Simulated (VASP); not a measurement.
Output of a VASP run:

OSZICAR:
```
       N       E                     dE             d eps       ncg     rms          rms(c)
DAV:   1     0.572323684853E+02    0.57232E+02   -0.93250E+03  1606   0.127E+03
DAV:   2    -0.252230310018E+02   -0.82455E+02   -0.79942E+02  1536   0.307E+02
DAV:   3    -0.312743763111E+02   -0.60513E+01   -0.57420E+01  1462   0.900E+01
DAV:   4    -0.318014667577E+02   -0.52709E+00   -0.50795E+00  1471   0.188E+01
DAV:   5    -0.318385083687E+02   -0.37042E-01   -0.36693E-01  1374   0.395E+00    0.328E+01
DAV:   6    -0.309214542108E+02    0.91705E+00   -0.49049E+00  1631   0.397E+01    0.127E+01
DAV:   7    -0.308334073940E+02    0.88047E-01   -0.36514E-01  1544   0.542E+00    0.539E+00
DAV:   8    -0.308202380245E+02    0.13169E-01   -0.57034E-02  1488   0.434E+00    0.512E-01
DAV:   9    -0.308201159776E+02    0.12205E-03   -0.10410E-02  1496   0.873E-01    0.275E-01
DAV:  10    -0.308199703867E+02    0.14559E-03   -0.13513E-03  1592   0.537E-01    0.856E-02
DAV:  11    -0.308199816779E+02   -0.11291E-04   -0.16229E-04  1392   0.995E-02    0.215E-02
DAV:  12    -0.308199859733E+02   -0.42954E-05   -0.12638E-05  1304   0.316E-02    0.595E-03
DAV:  13    -0.308199861658E+02   -0.19242E-06   -0.83102E-07   768   0.175E-02
   1 F= -.30819986E+02 E0= -.30777910E+02  d E =-.841523E-01
```

File OUTCAR:
```
------------------------ aborting loop because EDIFF is reached ----------------------------------------
  FORCE on cell =-STRESS in cart. coord.  units (eV):
  Direction    XX          YY          ZZ          XY          YZ          ZX
  --------------------------------------------------------------------------------------
  Total       -7.3536775     -7.3536744    -10.0804885     -0.0000011      0.0000000      0.0000000
  in kB     -171.2890769   -171.2890049   -234.8046357     -0.0000257      0.0000000      0.0000000
  external PRESSURE =    -192.4609058 kB  Pullay stress =       0.0000000 kB
  volume of cell :       68.78
      direct lattice vectors                 reciprocal lattice vectors
     3.848187000  0.000000000  0.000000000     0.259862631  0.150031753  0.000000000
    -1.924093000  3.332627000  0.000000000     0.000000000  0.300063583  0.000000000
     0.000000000  0.000000000  5.363430000     0.000000000  0.000000000  0.186447851
 POSITION                                       TOTAL-FORCE (eV/Angst)
 -----------------------------------------------------------------------------------
      0.00000      0.00000      0.00000         0.000000      0.000000     -0.000000
      0.00000      0.00000      2.68172         0.000000      0.000000     -0.000000
     -0.00000      2.22175      1.34086        -0.000000     -0.000000     -0.000000
      1.92410      1.11087      4.02257         0.000000      0.000000      0.000000
 -----------------------------------------------------------------------------------
    total drift:                                0.000000     -0.000000      0.000000
  FREE ENERGIE OF THE ION-ELECTRON SYSTEM (eV)
  ---------------------------------------------------
  free  energy   TOTEN  =       -30.8199861658 eV

  energy  without entropy=      -30.7358338800  energy(sigma->0) =      -30.77791002
```
(Selected blocks of OUTCAR.)

File POSCAR:
```
ReS
1
    3.8481870000     0.0000000000     0.0000000000
   -1.9240930000     3.3326270000     0.0000000000
    0.0000000000     0.0000000000     5.3634300000
Re S
2 2
Direct
  0.0000000000   0.0000000000   0.0000000000
  0.0000000000   0.0000000000   0.5000000000
  0.3333330000   0.6666670000   0.2500000000
  0.6666670000   0.3333330000   0.7500000000
```

Question: Write an INCAR and KPOINTS that could have produced this output.

Answer: This is not unique; one that fits is the input of the run itself, PBE GGA, plane waves, VASP's PBE PAW potentials (set 64).

**KPOINTS**
```
Automatic mesh
0
Gamma
7 7 4
0 0 0
```

INCAR:
```
GGA  =  PE   ! PBE
LASPH  =  .TRUE.   ! aspherical one-centre terms
ISMEAR  =  -1   ! Fermi-Dirac
LCHARG  =  .FALSE.
LMAXMIX  =  6
ENCUT  =  300   ! plane-wave cut-off (eV)
NELM  =  100   ! most electronic steps
LREAL  =  .FALSE.   ! projection in real space or not
LWAVE  =  .FALSE.
ISIF  =  2   ! forces and stress, cell fixed
EDIFF  =  1E-6
ALGO  =  Normal
PREC  =  Accurate
SIGMA  =  0.1
SYSTEM  =  ReS
```

POTCAR, in this order: Re S (PBE.64 set). Program: vasp_std.

At this cut-off the stress carries a Pulay error, which pulls relaxed volumes low.

The structure was generated: ReS was put into an ordered model structure, which need not be its known phase. The cell was not relaxed at this level.
